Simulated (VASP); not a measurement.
An input for Ansatz (written as the equivalent of a VASP run, and not itself run):

Ansatz 0.2 input:
```yaml
crystal:
  lattice:
    - [0.0000000, 2.8866000, 2.8866000]
    - [2.8866000, 0.0000000, 2.8866000]
    - [2.8866000, 2.8866000, 0.0000000]
  atoms:
    - { symbol: Al, position: [0.0000000, 0.0000000, 0.0000000] }
    - { symbol: As, position: [0.2500000, 0.2500000, 0.2500000] }
kpoints:
  mp_grid: { grid: [7, 7, 7] }
hamiltonian:
  xc: pbe
  pseudopotentials: { kind: paw }
scf:
  occupations: { method: gaussian, width: 0.05 }
  max_iter: 100
output: { forces: true, stress: true, eigenvalues: true }
```

Task: Write the VASP files for the same calculation (PBE).

Result: One answer among several that fit: 
File POSCAR:
```
AlAs
4.0822690
  0.0000000000   0.7071067585   0.7071067585
  0.7071067585   0.0000000000   0.7071067585
  0.7071067585   0.7071067585   0.0000000000
Al As
1 1
direct
  0.0000000000   0.0000000000   0.0000000000
  0.2500000000   0.2500000000   0.2500000000
```

### INCAR
```
SYSTEM = AlAs
PREC = Accurate
ENCUT = 400
EDIFF = 1E-6
NELM = 100
ALGO = Normal
LREAL = .FALSE.
LASPH = .TRUE.
ISMEAR = 0
SIGMA = 0.05
GGA = PE
LMAXMIX = 4
LWAVE = .FALSE.
LCHARG = .FALSE.
ISIF = 2
AMIX = 1.0
BMIX = 1.0
IMIX = 1
```

KPOINTS:
```
Automatic
0
Gamma
7 7 7
```

POTCAR, in this order: Al As (PBE.64 set). Program: vasp_std.

What does not carry over: each code has its own PAW files, so the cut-off isn't converted (ENCUT is set for VASP's; basis.ecutwfc is left out, and Ansatz then takes the one that its files recommend); Ansatz stops its SCF on the density residual and VASP on the energy change (EDIFF).

The compound is AlAs in the zinc blende structure. The cell was not relaxed at this level. The run is one of a series of settings (AMIX = 1.0, BMIX = 1.0, IMIX = 1 against the base run), some of them coarse on purpose.
